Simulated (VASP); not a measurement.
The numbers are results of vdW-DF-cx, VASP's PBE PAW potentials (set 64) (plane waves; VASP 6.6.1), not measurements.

The input files of a VASP run:

**KPOINTS**
```
k-points along high-symmetry lines
15
Line-mode
Reciprocal
  0.000000   0.000000   0.000000 ! GAMMA
  0.500000   0.000000   0.500000 ! X

  0.500000   0.000000   0.500000 ! X
  0.625000   0.250000   0.625000 ! U

  0.375000   0.375000   0.750000 ! K
  0.000000   0.000000   0.000000 ! GAMMA

  0.000000   0.000000   0.000000 ! GAMMA
  0.500000   0.500000   0.500000 ! L

  0.500000   0.500000   0.500000 ! L
  0.500000   0.250000   0.750000 ! W

  0.500000   0.250000   0.750000 ! W
  0.500000   0.000000   0.500000 ! X
```

### POSCAR
```
C
2.5233570
  0.0000000000   0.7071068044   0.7071068044
  0.7071068044   0.0000000000   0.7071068044
  0.7071068044   0.7071068044   0.0000000000
C
2
Direct
  0.0000000000   0.0000000000   0.0000000000
  0.2500000000   0.2500000000   0.2500000000
```

INCAR:
```
! general
SYSTEM  =C
PREC    =Accurate
ENCUT   =520
LREAL   =.FALSE.
LASPH   =.TRUE.
ICHARG  =11

! electronic loop
EDIFF   =1E-7
NELM    =100
ALGO    =Normal

! smearing
ISMEAR  =0
SIGMA   =0.05

! functional
GGA     =CX
LUSE_VDW=.TRUE.
AGGAC   =0.0

! output
LWAVE   =.FALSE.
LCHARG  =.FALSE.
LORBIT  =11
```

POTCAR, in this order: C (PBE.64 set). Program: vasp_std. Read from the step before: CHGCAR.

The resulting files:

File OUTCAR:
```
 ion  position               nearest neighbor table
   1  0.000  0.000  0.000-   2 1.55   2 1.55   2 1.55   2 1.55
   2  0.250  0.250  0.250-   1 1.55   1 1.55   1 1.55   1 1.55
  LATTYP: Found a face centered cubic cell.
 ALAT       =     3.5685658094
 Subroutine PRICEL returns:
 Original cell was already a primitive cell.
 Subroutine GETGRP returns: Found 48 space group operations
The static configuration has the point symmetry T_d .
 The point group associated with its full space group is O_h .
The dynamic configuration has the point symmetry T_d .
 Subroutine INISYM returns: Found 48 space group operations
   k-points           NKPTS =     90   k-points in BZ     NKDIM =     90   number of bands    NBANDS=      8
   number of dos      NEDOS =    301   number of ions     NIONS =      2
   total plane-waves  NPLWV =   8000
   dimension x,y,z NGX =    20 NGY =   20 NGZ =   20
   dimension x,y,z NGXF=    40 NGYF=   40 NGZF=   40
   ions per type =               2
   PREC   = accura    normal or accurate (medium, high low for compatibility)
   ISTART =      0    job   : 0-new  1-cont  2-samecut
   ICHARG =     11    charge: 1-file 2-atom 10-const
   ISPIN  =      1    spin polarized calculation?
   LNONCOLLINEAR =      F non collinear calculations
   LSORBIT =      F    spin-orbit coupling
   INIWAV =      1    electr: 0-lowe 1-rand  2-diag
   ENCUT  =  520.0 eV  38.22 Ry    6.18 a.u.   4.69  4.69  4.69*2*pi/ulx,y,z
   NELM   =    100;   NELMIN=  2; NELMDL= -5     # of ELM steps
   EDIFF  = 0.1E-06   stopping-criterion for ELM
   LREAL  =      F    real-space projection
   NLSPLINE    = F    spline interpolate recip. space projectors
   LMAXMIX     =    2 max onsite mixed and CHGCAR
   VOSKOWN=      0    Vosko Wilk Nusair interpolation
   EDIFFG = 0.1E-05   stopping-criterion for IOM
   NSW    =      0    number of steps for IOM
   NBLOCK =      1;   KBLOCK =      1    inner block; outer block
   IBRION =     -1    ionic relax: 0-MD 1-quasi-New 2-CG
   NFREE  =      0    steps in history (QN), initial steepest desc. (CG)
   ISIF   =      2    stress and relaxation
   ISYM   =      2    0-nonsym 1-usesym 2-fastsym
   TEIN   =    0.0    initial temperature
...
```

OSZICAR:
```
       N       E                     dE             d eps       ncg     rms          rms(c)
DAV:   1     0.643726191273E+01    0.64373E+01   -0.52106E+03  1480   0.989E+02
DAV:   2    -0.135413922177E+02   -0.19979E+02   -0.18000E+02  2200   0.108E+02
DAV:   3    -0.137247365028E+02   -0.18334E+00   -0.18334E+00  1648   0.120E+01
DAV:   4    -0.137249422641E+02   -0.20576E-03   -0.20576E-03  2024   0.431E-01
DAV:   5    -0.137249423816E+02   -0.11747E-06   -0.11747E-06  1552   0.724E-03
DAV:   6    -0.137249423819E+02   -0.28763E-09   -0.28717E-09  2032   0.294E-04
   1 F= -.13724942E+02 E0= -.13724942E+02  d E =-.322994E-11
```

OUTCAR:
```
 val. band max:        9.7045245117   @ k =   0.0000   0.0000   0.0000

 cond. band min:      13.7921338832   @ k =   0.3571   0.0000   0.3571



 k-point     1 :       0.0000    0.0000    0.0000
  band No.  band energies     occupation
      1     -11.7567      2.00000
      2       9.7045      2.00000
      3       9.7045      2.00000
      4       9.7045      2.00000
      5      15.2860      0.00000
      6      15.2860      0.00000
      7      15.2860      0.00000
      8      23.0486      0.00000

 k-point     2 :       0.0357    0.0000    0.0357
  band No.  band energies     occupation
      1     -11.7096      2.00000
      2       9.5086      2.00000
      3       9.5086      2.00000
      4       9.5888      2.00000
      5      15.2475      0.00000
      6      15.5225      0.00000
      7      15.5225      0.00000
      8      23.0847      0.00000

 k-point     3 :       0.0714    0.0000    0.0714
  band No.  band energies     occupation
      1     -11.5682      2.00000
      2       9.0038      2.00000
      3       9.0038      2.00000
      4       9.2514      2.00000
      5      15.1372      0.00000
      6      16.1482      0.00000
      7      16.1482      0.00000
      8      23.1519      0.00000

 k-point     4 :       0.1071    0.0000    0.1071
  band No.  band energies     occupation
      1     -11.3330      2.00000
      2       8.3373      2.00000
      3       8.3373      2.00000
      4       8.7176      2.00000
      5      14.9689      0.00000
      6      17.0145      0.00000
      7      17.0145      0.00000
      8      23.1240      0.00000

 k-point     5 :       0.1429    0.0000    0.1429
  band No.  band energies     occupation
      1     -11.0047      2.00000
      2       7.6143      2.00000
      3       7.6143      2.00000
      4       8.0190      2.00000
      5      14.7622      0.00000
      6      18.0124      0.00000
      7      18.0124      0.00000
      8      22.8099      0.00000
...
```

The density is held fixed in this step, so its total energy and stress have no physical meaning.

The compound is C in the diamond structure. It was relaxed first.
